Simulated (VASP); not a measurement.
Write the native input for VASP 6.6.1 that does the following.

```yaml
Task: relaxation of cell and atoms
Functional: PBE
Potentials_or_basis: VASP PAW PBE potentials, release 64 (Cu)
Cutoff: 520 eV
k_mesh: 20 × 20 × 20
Occupations: gaussian, width 1 eV
Spin: no spin polarisation
Further_INCAR_settings: ALGO = Normal; EDIFF = 1e-07; IBRION = 2; EDIFFG = -0.002; NSW = 80; ISIF = 3
```

The structure of Cu lies in POSCAR:

```
Cu
1.0
    0.0000000000      1.8075000000      1.8075000000
    1.8075000000      0.0000000000      1.8075000000
    1.8075000000      1.8075000000      0.0000000000
Cu
1
Direct
    0.0000000000      0.0000000000      0.0000000000
```

These files were run (other wordings do the same):

INCAR

```
PREC = Accurate ; ENCUT = 520
EDIFF = 1E-7 ; ISMEAR = 0
SIGMA = 1.0 ; LREAL = False
LASPH = True ; NELM = 60
ALGO = Normal ; ISIF = 3
LWAVE = False ; LCHARG = False
GGA = PE ; IBRION = 2
NSW = 80 ; EDIFFG = -0.002
```

KPOINTS

```
Automatic mesh
0
Gamma
  20 20 20
```

Potentials or basis: VASP PAW PBE potentials, release 64 (Cu).

Run with:

```sh
$ cat potpaw_PBE.64/Cu/POTCAR > POTCAR
$ mpirun -np 1 vasp_std > vasp.out
```

It gave:

| Item | Value |
| --- | --- |
| Relaxed volume | 12.06 Å³/atom |
| Relaxed cell | a = 2.574 Å, b = 2.574 Å, c = 2.574 Å, α = 60.00°, β = 60.00°, γ = 60.00° |
| Space group after relaxing (to 0.05 Å) | Fm-3m (No. 225) |
| Energy gained by relaxing | 2.3 meV/atom |
| Ionic steps | 3 |
| Pressure after relaxing | 0.0 GPa |
| Band gap on the k mesh | none (metal or under the smearing width) |

Wall time 45 s on 1 thread of Intel(R) Xeon(R) Platinum 8488C (Sapphire Rapids), with other jobs on the host, peak memory 0.15 GiB.
